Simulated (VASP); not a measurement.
# Ir (Fm-3m) in VASP: further runs, part 2 of 2

VASP 6.6.1.

## Step 3: Single point, PBE, collinear spin, ferromagnetic start (a relaxed cell with its volume scaled by 1.09)

INCAR reads:

```
PREC = Accurate ; ENCUT = 520
EDIFF = 1E-7 ; ISMEAR = 0
SIGMA = 0.1 ; LREAL = F
LASPH = T ; NELM = 100
ALGO = Fast ; ISIF = 2
LWAVE = F ; LCHARG = F
ISPIN = 2 ; MAGMOM = 1
LORBIT = 11 ; LMAXMIX = 4
GGA = PE ; NBANDS = 14
```

KPOINTS reads:

```
regular mesh
0
Gamma
  18 18 18
```

POSCAR reads:

```
Ir                                      
1.0
    0.0000000000      1.9926203572      1.9926203572
    1.9926203572      0.0000000000      1.9926203572
    1.9926203572      1.9926203572      0.0000000000
  Ir            
     1
Direct
     0.0000000000000000    0.0000000000000000    0.0000000000000000
```

Potentials or basis: VASP PAW PBE potentials, release 64 (Ir).

Run with:

```sh
$ cat potpaw_PBE.64/Ir/POTCAR > POTCAR
$ mpirun -np 1 vasp_std > vasp.out
```

OUTCAR:

```text
PREC = Accurate
   ENCUT = 520
   EDIFF = 1E-7
   ISMEAR = 0
   LREAL = F
   LASPH = T
   NELM = 100
   ISIF = 2
   ISPIN = 2
   LORBIT = 11
   GGA = PE

 ion  position               nearest neighbor table
   1  0.000  0.000  0.000-

  LATTYP: Found a face centered cubic cell.
 ALAT       =     3.9852407144

  Lattice vectors:

 A1 = (   0.0000000000,   1.9926203572,   1.9926203572)
 A2 = (   1.9926203572,   0.0000000000,   1.9926203572)
 A3 = (   1.9926203572,   1.9926203572,   0.0000000000)

Analysis of symmetry for initial positions (statically):
=====================================================================
 Subroutine PRICEL returns:
 Original cell was already a primitive cell.

 Routine SETGRP: Setting up the symmetry group for a
 face centered cubic supercell.

 Subroutine GETGRP returns: Found 48 space group operations
 (whereof 48 operations were pure point group operations)
 out of a pool of 48 trial point group operations.

The static configuration has the point symmetry O_h .

Analysis of symmetry for dynamics (positions and initial velocities):
=====================================================================
 Subroutine PRICEL returns:
 Original cell was already a primitive cell.

 Routine SETGRP: Setting up the symmetry group for a
 face centered cubic supercell.

 Subroutine GETGRP returns: Found 48 space group operations
 (whereof 48 operations were pure point group operations)
 out of a pool of 48 trial point group operations.

The dynamic configuration has the point symmetry O_h .

Analysis of structural, dynamic, and magnetic symmetry:
=====================================================================
 Subroutine PRICEL returns:
 Original cell was already a primitive cell.

 Routine SETGRP: Setting up the symmetry group for a
 face centered cubic supercell.

 Subroutine GETGRP returns: Found 48 space group operations
 (whereof 48 operations were pure point group operations)
 out of a pool of 48 trial point group operations.

The overall configuration has the point symmetry O_h .

 Subroutine INISYM returns: Found 48 space group operations
[... 157 lines left out ...]
 k-point     1 :       0.0000    0.0000    0.0000
  band No.  band energies     occupation
      1      -1.3876      1.00000
      2       5.2930      1.00000
      3       5.2930      1.00000
      4       5.2930      1.00000
      5       7.5377      1.00000
      6       7.5377      1.00000
      7      23.0572      0.00000
      8      27.9900      0.00000
      9      27.9900      0.00000
     10      27.9900      0.00000
     11      32.6018      0.00000
     12      39.6831      0.00000
     13      39.6831      0.00000
     14      39.6831      0.00000
[... 379 lines left out ...]
      3       5.6859      1.00000
      4       5.7644      1.00000
      5       7.3222      1.00000
      6       8.0292      1.00000
      7      22.1145      0.00000
      8      24.9893      0.00000
      9      29.3268      0.00000
     10      30.7142      0.00000
     11      32.0010      0.00000
     12      33.8139      0.00000
     13      34.5102      0.00000
     14      40.6046      0.00000

 [... further k-points ...]

 spin component 2

 k-point     1 :       0.0000    0.0000    0.0000
  band No.  band energies     occupation
      1      -1.3876      1.00000
      2       5.2929      1.00000
      3       5.2929      1.00000
      4       5.2929      1.00000
      5       7.5377      1.00000
      6       7.5377      1.00000
      7      23.0572      0.00000
      8      27.9900      0.00000
      9      27.9900      0.00000
     10      27.9900      0.00000
     11      32.6018      0.00000
     12      39.6831      0.00000
     13      39.6831      0.00000
     14      39.6831      0.00000
[... 379 lines left out ...]
      3       5.6859      1.00000
      4       5.7644      1.00000
      5       7.3222      1.00000
      6       8.0292      1.00000
      7      22.1145      0.00000
      8      24.9893      0.00000
      9      29.3268      0.00000
     10      30.7142      0.00000
     11      32.0010      0.00000
     12      33.8139      0.00000
     13      34.5102      0.00000
     14      40.7434      0.00000

 [... further k-points ...]
[... 5 lines left out ...]
  --------------------------------------------------------------------------------------
  -------------------------------------------------------------------------------------
  Total       -2.3766369     -2.3766369     -2.3766369      0.0000000     -0.0000000      0.0000000
  in kB     -240.6410602   -240.6410602   -240.6410602      0.0000000     -0.0000000      0.0000000
  external PRESSURE =    -240.6410602 kB  Pullay stress =       0.0000000 kB

 VOLUME and BASIS-vectors are now :
 -----------------------------------------------------------------------------
  energy-cutoff  :      520.00
  volume of cell :       15.82
      direct lattice vectors                 reciprocal lattice vectors
     0.000000000  1.992620357  1.992620357    -0.250925872  0.250925872  0.250925872
     1.992620357  0.000000000  1.992620357     0.250925872 -0.250925872  0.250925872
     1.992620357  1.992620357  0.000000000     0.250925872  0.250925872 -0.250925872

 POSITION                                       TOTAL-FORCE (eV/Angst)
 -----------------------------------------------------------------------------------
      0.00000      0.00000      0.00000         0.000000      0.000000      0.000000
 -----------------------------------------------------------------------------------
    total drift:                               -0.000000      0.000000     -0.000000

  FREE ENERGIE OF THE ION-ELECTRON SYSTEM (eV)
  ---------------------------------------------------
  free  energy   TOTEN  =        -8.7471277332 eV

  energy  without entropy=       -8.7407710837  energy(sigma->0) =       -8.74394941

 total charge

# of ion       s       p       d       tot
------------------------------------------
    1        0.613   0.598   6.843   8.055

 magnetization (x)

# of ion       s       p       d       tot
------------------------------------------
    1       -0.000   0.000   0.000   0.000
```

stdout:

```text
POSCAR found type information on POSCAR Ir
 POSCAR found :  1 types and       1 ions
 scaLAPACK will be used
 LDA part: xc-table for (Slater+PW92), standard interpolation
 POSCAR, INCAR and KPOINTS ok, starting setup
 FFT: planning ... GRIDC
 FFT: planning ... GRID_SOFT
 FFT: planning ... GRID
 WAVECAR not read
 entering main loop
WARNING in EDDRMM: call to ZHEGV failed, returncode =   8  4     14
WARNING in EDDRMM: call to ZHEGV failed, returncode =   8  4     14
```

It took 52 s on 1 thread of Intel Xeon Platinum 8488C (Sapphire Rapids), shared host; peak memory 0.2 GiB.

What came out:

```
Free energy                                           : -8.7471 eV
Pressure                                              : -24.1 GPa
Band gap on the k mesh                                : none (metal or under the smearing width)
Net moment                                            : 0.00 μB per cell
Valence electrons inside the program's atomic spheres : Ir 8.05
```

Caveat: so large a pressure means that the cell lies far from this level's equilibrium, or that cutoff or potentials fall short.
